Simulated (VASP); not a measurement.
Output of a VASP run:

OUTCAR:
```
 ion  position               nearest neighbor table
   1  0.333  0.667  0.250-   2 3.11   2 3.11   2 3.11   2 3.11   2 3.11   2 3.11
   2  0.667  0.333  0.750-   1 3.11   1 3.11   1 3.11   1 3.11   1 3.11   1 3.11
  LATTYP: Found a hexagonal cell.
 ALAT       =     3.1318038954
 C/A-ratio  =     1.6124508862
 Subroutine PRICEL returns:
 Original cell was already a primitive cell.
 Subroutine GETGRP returns: Found 24 space group operations
The static configuration has the point symmetry D_3d.
 The point group associated with its full space group is D_6h.
The dynamic configuration has the point symmetry D_3d.
 Subroutine INISYM returns: Found 24 space group operations
 Subroutine IBZKPT returns following result:
 Found     84 irreducible k-points:

 Following reciprocal coordinates:
            Coordinates               Weight
  0.000000  0.000000  0.000000      1.000000
  0.076923 -0.000000  0.000000      6.000000
  0.153846 -0.000000  0.000000      6.000000
  0.230769 -0.000000  0.000000      6.000000
  0.307692 -0.000000  0.000000      6.000000
  0.384615 -0.000000  0.000000      6.000000
  0.461538 -0.000000  0.000000      6.000000
  0.076923  0.076923  0.000000      6.000000
  0.153846  0.076923  0.000000     12.000000
  0.230769  0.076923  0.000000     12.000000
  0.307692  0.076923  0.000000     12.000000
  0.384615  0.076923  0.000000     12.000000
  0.461538  0.076923  0.000000      6.000000
  0.153846  0.153846  0.000000      6.000000
  0.230769  0.153846  0.000000     12.000000
  0.307692  0.153846  0.000000     12.000000
  0.384615  0.153846  0.000000     12.000000
  0.230769  0.230769  0.000000      6.000000
  0.307692  0.230769  0.000000     12.000000
  0.384615  0.230769  0.000000      6.000000
  0.307692  0.307692  0.000000      6.000000
  0.000000  0.000000  0.142857      2.000000
  0.076923 -0.000000  0.142857     12.000000
  0.153846 -0.000000  0.142857     12.000000
  0.230769 -0.000000  0.142857     12.000000
  0.307692 -0.000000  0.142857     12.000000
  0.384615 -0.000000  0.142857     12.000000
  0.461538 -0.000000  0.142857     12.000000
  0.076923  0.076923  0.142857     12.000000
  0.153846  0.076923  0.142857     24.000000
  0.230769  0.076923  0.142857     24.000000
  0.307692  0.076923  0.142857     24.000000
  0.384615  0.076923  0.142857     24.000000
  0.461538  0.076923  0.142857     12.000000
  0.153846  0.153846  0.142857     12.000000
  0.230769  0.153846  0.142857     24.000000
  0.307692  0.153846  0.142857     24.000000
  0.384615  0.153846  0.142857     24.000000
  0.230769  0.230769  0.142857     12.000000
  0.307692  0.230769  0.142857     24.000000
   k-points           NKPTS =     84   k-points in BZ     NKDIM =     84   number of bands    NBANDS=     16
   number of dos      NEDOS =    301   number of ions     NIONS =      2
   total plane-waves  NPLWV =  23040
   dimension x,y,z NGX =    24 NGY =   24 NGZ =   40
   dimension x,y,z NGXF=    48 NGYF=   48 NGZF=   80
   ions per type =               2
   PREC   = accura    normal or accurate (medium, high low for compatibility)
   ISTART =      0    job   : 0-new  1-cont  2-samecut
   ICHARG =      2    charge: 1-file 2-atom 10-const
   ISPIN  =      1    spin polarized calculation?
   LNONCOLLINEAR =      F non collinear calculations
   LSORBIT =      F    spin-orbit coupling
   INIWAV =      1    electr: 0-lowe 1-rand  2-diag
   ENCUT  =  500.0 eV  36.75 Ry    6.06 a.u.   5.71  5.71  9.21*2*pi/ulx,y,z
   NELM   =    100;   NELMIN=  2; NELMDL= -5     # of ELM steps
   EDIFF  = 0.1E-05   stopping-criterion for ELM
   LREAL  =      F    real-space projection
   NLSPLINE    = F    spline interpolate recip. space projectors
   LMAXMIX     =    4 max onsite mixed and CHGCAR
   VOSKOWN=      0    Vosko Wilk Nusair interpolation
   EDIFFG = -.2E-01   stopping-criterion for IOM
   NSW    =     40    number of steps for IOM
...
```

**OSZICAR**
```
       N       E                     dE             d eps       ncg     rms          rms(c)
DAV:   1     0.212661015646E+03    0.21266E+03   -0.13439E+04  2688   0.147E+03
DAV:   2    -0.458936932215E+01   -0.21725E+03   -0.21537E+03  3424   0.411E+02
DAV:   3    -0.185989277931E+02   -0.14010E+02   -0.13949E+02  5040   0.782E+01
DAV:   4    -0.188391442888E+02   -0.24022E+00   -0.24020E+00  2920   0.115E+01
DAV:   5    -0.188457353262E+02   -0.65910E-02   -0.65910E-02  4200   0.128E+00    0.175E+01
DAV:   6    -0.182409675765E+02    0.60477E+00   -0.91799E-01  2800   0.860E+00    0.726E+00
DAV:   7    -0.181236057566E+02    0.11736E+00   -0.64076E-01  3920   0.617E+00    0.115E+00
DAV:   8    -0.181287744477E+02   -0.51687E-02   -0.41105E-02  3488   0.181E+00    0.289E-01
DAV:   9    -0.181290322302E+02   -0.25778E-03   -0.14553E-03  3392   0.411E-01    0.359E-02
DAV:  10    -0.181289961459E+02    0.36084E-04   -0.38145E-05  3920   0.455E-02    0.251E-02
DAV:  11    -0.181289976073E+02   -0.14615E-05   -0.10521E-05  2976   0.435E-02    0.378E-03
DAV:  12    -0.181289974478E+02    0.15949E-06   -0.31633E-07  2000   0.457E-03
   1 F= -.16790368E+02 E0= -.16790157E+02  d E =-.167904E+02
```

File OUTCAR:
```
------------------------ aborting loop because EDIFF is reached ----------------------------------------
  FORCE on cell =-STRESS in cart. coord.  units (eV):
  Direction    XX          YY          ZZ          XY          YZ          ZX
  --------------------------------------------------------------------------------------
  Total        1.3112415      1.3112414      1.3738166      0.0000000     -0.0000000     -0.0000000
  in kB       48.9770308     48.9770290     51.3143127      0.0000000     -0.0000000     -0.0000000
  external PRESSURE =      -0.2438758 kB  Pullay stress =      50.0000000 kB
  volume of cell :       42.89
      direct lattice vectors                 reciprocal lattice vectors
     1.565901970 -2.712221720  0.000000000     0.319304790 -0.184350710  0.000000000
     1.565901970  2.712221720  0.000000000     0.319304790  0.184350710  0.000000000
     0.000000000  0.000000000  5.049879966     0.000000000  0.000000000  0.198024509
 POSITION                                       TOTAL-FORCE (eV/Angst)
 -----------------------------------------------------------------------------------
      1.56590      0.90408      1.26247         0.000000      0.000000      0.000000
      1.56590     -0.90408      3.78741        -0.000000     -0.000000      0.000000
 -----------------------------------------------------------------------------------
    total drift:                               -0.000123      0.001107     -0.000019
  FREE ENERGIE OF THE ION-ELECTRON SYSTEM (eV)
  ---------------------------------------------------
  free  energy   TOTEN  =       -18.1289974478 eV

  energy  without entropy=      -18.1283632515  energy(sigma->0) =      -18.12878605
  enthalpy is  TOTEN    =       -16.7903684368 eV   P V=        1.3386290110

 reached required accuracy - stopping structural energy minimisation
```
(Selected blocks of OUTCAR.)

**POSCAR**
```
Zr
1
    1.5659019698    -2.7122217203     0.0000000000
    1.5659019698     2.7122217203     0.0000000000
   -0.0000000000    -0.0000000000     5.0498799665
Zr
2
Direct
  0.3333330000   0.6666670000   0.2500000000
  0.6666670000   0.3333330000   0.7500000000
```

Write an INCAR and KPOINTS that could have produced this output.

Several could match; the one computed here: the input of the run itself, PBEsol GGA, plane waves, VASP's PBE PAW potentials (set 64).

KPOINTS:
```
Automatic mesh
0
Gamma
13 13 7
0 0 0
```

INCAR:
```
! general
SYSTEM  = Zr
PREC    = Accurate
ENCUT   = 500
LREAL   = F   ! projection in real space or not
LASPH   = T   ! aspherical one-centre terms

! electronic loop
EDIFF   = 1E-6   ! SCF stop (eV)
NELM    = 100   ! most electronic steps
ALGO    = Normal   ! blocked Davidson
LMAXMIX = 4   ! l cut-off of mixed one-centre charges

! smearing
ISMEAR  = 1
SIGMA   = 0.1   ! width (eV)

! functional
GGA     = PS   ! PBEsol

! ions
IBRION  = 2
NSW     = 40
ISIF    = 3
EDIFFG  = -0.02
PSTRESS = 50

! output
LWAVE   = F
LCHARG  = F
```

POTCAR, in this order: Zr_sv (PBE.64 set). Program: vasp_std.

The compound is Zr in the hcp structure. It was relaxed first under an external pressure of 5 GPa.
